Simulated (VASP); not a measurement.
All values below come from PBE GGA with D3 dispersion (zero damping), VASP's PBE PAW potentials (set 64) (plane waves; VASP).

Input for VASP

**KPOINTS**
```
Regular mesh
0
Gamma
  7 7 7
0 0 0
```

**POSCAR**
```
CeO2
2.7721680
  0.0000000000   0.9999999375   0.9999999375
  0.9999999375   0.0000000000   0.9999999375
  0.9999999375   0.9999999375   0.0000000000
Ce O
1 2
Cart
  0.0000000000   0.0000000000   0.0000000000
  0.4999999687   0.4999999687   0.4999999687
  1.4999999062   1.4999999062   1.4999999062
```

### INCAR
```
SYSTEM=CeO2
IVDW=11   # D3, zero damping
LASPH=.TRUE.   # aspherical one-centre terms
NELM=100
EDIFF=1E-7   # SCF stop (eV)
GGA=PE   # PBE
LREAL=.FALSE.   # projection in real space or not
LCHARG=.FALSE.
SIGMA=0.05   # width (eV)
ALGO=Normal
ISIF=2   # forces and stress, cell fixed
LWAVE=.FALSE.
ISMEAR=0
ENCUT=520
PREC=Accurate
LMAXMIX=6   # l cut-off of mixed one-centre charges
```

POTCAR, in this order: Ce O (PBE.64 set). Program: vasp_std.

Task: What does the run give for the energy per atom (σ→0), dispersion energy, pressure?

Result: 
```json
{
  "energy per atom (σ→0)": "-8.893 eV/atom",
  "dispersion_energy": "-0.488 eV",
  "pressure": "-9.27 GPa"
}
```

**OSZICAR**
```
...
DAV:  16    -0.261919570337E+02    0.47493E-03   -0.47780E-03   864   0.650E-01    0.141E-02
DAV:  17    -0.261920684207E+02   -0.11139E-03   -0.96352E-04   936   0.286E-01    0.877E-02
DAV:  18    -0.261919874641E+02    0.80957E-04   -0.27728E-04   904   0.162E-01    0.375E-02
DAV:  19    -0.261919786840E+02    0.87801E-05   -0.24823E-05  1056   0.419E-02    0.209E-02
DAV:  20    -0.261919716486E+02    0.70354E-05   -0.36700E-05   904   0.541E-02    0.294E-03
DAV:  21    -0.261919713477E+02    0.30093E-06   -0.22775E-06  1096   0.131E-02    0.133E-03
DAV:  22    -0.261919712915E+02    0.56218E-07   -0.61020E-08   464   0.205E-03
   1 F= -.26679623E+02 E0= -.26679623E+02  d E =-.197759E-11
```

The compound is CeO2 in the fluorite structure. This cell is one point of a volume scan, at 1.06 of the reference volume. The run is not spin-polarised, so no magnetic state was tried.
